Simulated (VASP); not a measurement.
Consider the following.

```
CELL_PARAMETERS angstrom
      3.16451     0.00000     0.00000
     -1.58225     2.74055     0.00000
      0.00000     0.00000     5.10456
ATOMIC_POSITIONS crystal
  Zn 0.66667 0.33333 0.50059
  Zn 0.33333 0.66667 0.00059
  O  0.66667 0.33333 0.87972
  O  0.33333 0.66667 0.37972
```

All values below come from PBE GGA, VASP's PBE PAW potentials (set 64) (plane waves; VASP). Settings: 400 eV cut-off, 10×10×5 Γ-centred mesh, Gaussian smearing of 0.010 eV, potentials Zn O.

Task: Give the energies of bands 7 to 20 at the high-symmetry points, in eV from the valence-band maximum.

Result: 
| band | Γ | M | K | A | L | H |
|---|---|---|---|---|---|---|
| 7 | -5.87 | -5.35 | -5.04 | -6.01 | -5.51 | -5.24 |
| 8 | -5.87 | -5.19 | -5.04 | -6.01 | -5.51 | -5.24 |
| 9 | -4.67 | -4.64 | -4.77 | -4.52 | -4.43 | -4.67 |
| 10 | -4.67 | -4.46 | -4.63 | -4.52 | -4.43 | -4.67 |
| 11 | -4.42 | -4.36 | -4.63 | -4.52 | -4.34 | -4.05 |
| 12 | -4.42 | -4.28 | -4.60 | -4.52 | -4.34 | -4.05 |
| 13 | -4.12 | -3.81 | -3.96 | -2.31 | -3.90 | -3.87 |
| 14 | -0.88 | -3.81 | -3.62 | -2.31 | -3.90 | -3.87 |
| 15 | -0.88 | -3.04 | -3.62 | -0.44 | -1.67 | -2.92 |
| 16 | -0.11 | -2.52 | -2.09 | -0.44 | -1.67 | -2.92 |
| 17 | 0.00 | -1.41 | -2.09 | -0.44 | -1.52 | -1.41 |
| 18 | 0.00 | -0.94 | -1.92 | -0.44 | -1.52 | -1.41 |
| 19 | 0.88 | 6.09 | 7.64 | 3.61 | 5.82 | 8.11 |
| 20 | 5.49 | 6.95 | 8.14 | 3.61 | 5.82 | 8.11 |

The gap is direct, 0.88 eV, from the valence maximum at Γ to the conduction minimum at Γ.

The structure comes from a computed database's ZnO entry; how it stands against other phases isn't given here. The cell was not relaxed at this level.
